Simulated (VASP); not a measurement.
Input:

```xyz
2
Lattice="0.0000 2.1900 2.1900 2.1900 0.0000 2.1900 2.1900 2.1900 0.0000" Properties=species:S:1:pos:R:3 pbc="T T T"
Al     0.0000     0.0000     0.0000
N      1.0950     1.0950     1.0950
```

Calculation: PBE GGA, VASP's PBE PAW potentials (set 64) (plane waves; VASP). Settings: 520 eV cut-off, 8×8×8 Γ-centred mesh, Gaussian smearing of 0.050 eV, potentials Al N.

Q: Give the stress tensor in GPa (positive for a compressed cell).

A: 
```
2.88  0.00  0.00
0.00  2.88  0.00
0.00  0.00  2.88
```
The pressure is its mean diagonal, 2.88 GPa.

The compound is AlN in the zinc blende structure, a metastable form; wurtzite is the usual one. The cell was not relaxed at this level.
